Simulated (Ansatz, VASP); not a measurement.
## One calculation of AlIn2, two programs

INCAR

```
SYSTEM = AlIn2
PREC     = Accurate       ! precision mode
ENCUT    = 600            ! plane-wave cutoff, eV
EDIFF    = 1E-6           ! SCF threshold, eV
ISMEAR   = 0              ! smearing method
SIGMA    = 0.1            ! smearing width, eV
LREAL    = .FALSE.        ! projectors in reciprocal space
LASPH    = .TRUE.         ! aspherical terms in the spheres
NELM     = 100            ! most SCF steps
ALGO     = Normal         ! electronic algorithm
ISIF     = 3              ! what is computed and relaxed
LWAVE    = .FALSE.        ! write WAVECAR
LCHARG   = .FALSE.        ! write CHGCAR
GGA      = PE             ! functional
IBRION   = 2              ! ionic algorithm
NSW      = 90             ! ionic steps
EDIFFG   = -0.04          ! ionic threshold
```

File KPOINTS:

```
Automatic mesh
0
G
  4 4 4
  0 0 0
```

The input POSCAR:

```
AlIn2
1.0
    4.4870856700      0.0000000000      0.0000000000
    0.0000000000      4.4870856700      0.0000000000
    0.0000000000      0.0000000000      3.9208795200
Al In
1 2
Direct
    0.0000000000      0.0000000000      0.0000000000
    0.0000000000      0.5000000000      0.0000000000
    0.5000000000      0.0000000000      0.0000000000
```

Input for Ansatz:

```yaml
crystal:
  lattice:
    - [4.48708567, 0.0, 0.0]
    - [0.0, 4.48708567, 0.0]
    - [0.0, 0.0, 3.92087952]
  atoms:
    - { symbol: Al, position: [0.0, 0.0, 0.0] }
    - { symbol: In, position: [0.0, 0.5, 0.0] }
    - { symbol: In, position: [0.5, 0.0, 0.0] }
basis:
  ecutwfc: 420
kpoints:
  mp_grid: { grid: [4, 4, 4] }
hamiltonian:
  xc: pbe
scf:
  occupations: { method: gaussian, width: 0.1 }
  lower_state_search: "off"
output:
  forces: true
  stress: true
  eigenvalues: true
relax:
  adjacent_minimum: "off"
  f_tol: 0.04
  max_steps: 70
  cell: { stress_tol: 0.4 }
```

Change from the starting cell: species swapped into the CuI2 type (P4/mmm, No. 123).

Alike in both runs: task relaxation of cell and atoms; functional PBE; k mesh 4 × 4 × 4; occupations gaussian, width 0.1 eV; no spin polarisation.

|  | VASP | Ansatz |
| --- | --- | --- |
| version | VASP 6.6.1 | Ansatz 0.2.0 |
| potentials or method | VASP PAW PBE potentials, release 64 (Al, In_d) | scalar-relativistic, plane waves, PAW |
| plane-wave cutoff (eV) | 600 | 420 |
| valence electrons in the cell | 29 | 29 |

```tsv
	VASP	Ansatz	Ansatz less VASP
gap on the k mesh at the Fermi level, each at its own relaxed structure (eV)	none	none	-
relaxed volume (Å³/atom)	30.53	30.45	-0.075
relaxed cell length with the largest relative difference (Å)	2.951	2.948	-0.0025
energy change over the relaxation (meV/atom)	-1279	-1287	-7.2
```

A gap of «none» marks a metal or a gap that the smearing closes.

Caveats: the k mesh is coarse (spacing up to 0.40 Å⁻¹), so the values aren't converged; the volume moved by over 15 % at a fixed basis, so the end points are rough (VASP).
